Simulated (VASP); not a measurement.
**OsI: single point with PBE**

OsI:

```
Os I
1.0
     1.95292   -2.79124    0.00000
     1.95292    2.79124    0.00000
     0.00000    0.00000    5.47039
Os I
1 1
Cartesian
  1.9529 0.0000 2.7352
  0.0000 0.0000 0.0000
```

The cell was built by a generator and needn't be a form met in nature.

* Program: VASP 6.6.1
* Task: single point
* Functional: PBE
* Potentials or basis: VASP PAW PBE potentials, release 64 (Os, I)
* Cutoff: 520 eV
* k mesh: 8 × 8 × 5
* Occupations: fermi-dirac, width 0.05 eV
* Spin: no spin polarisation

The pressure is -16.0 GPa. The band gap on the k mesh is none (metal or under the smearing width).

Stress tensor (GPa, compression positive):
```
-19.43   0.00   0.00
  0.00 -10.51   0.00
  0.00   0.00 -18.18
```

Levels at points of the mesh, in eV from the Fermi level:
```csv
k point,band 5,band 6,band 7,band 8,band 9,band 10
"(0.00, 0.00, 0.00)",-0.46,-0.31,-0.25,-0.16,0.20,0.69
"(0.50, 0.00, 0.00)",-0.51,-0.17,0.15,0.96,1.08,1.78
"(0.50, 0.50, 0.00)",-1.88,-1.40,-0.80,-0.57,0.89,2.96
```

It took 24 s on 1 thread of Intel(R) Xeon(R) 6975P-C (Granite Rapids), with other jobs on the host, peak memory 0.21 GiB.

Caveat: so large a pressure means that the cell lies far from this level's equilibrium, or that cutoff or potentials fall short; an odd number of electrons without spin polarisation forces a metal; a magnetic or distorted state may lie lower. The run has no spin-orbit coupling, so splittings on I, Os are missing.
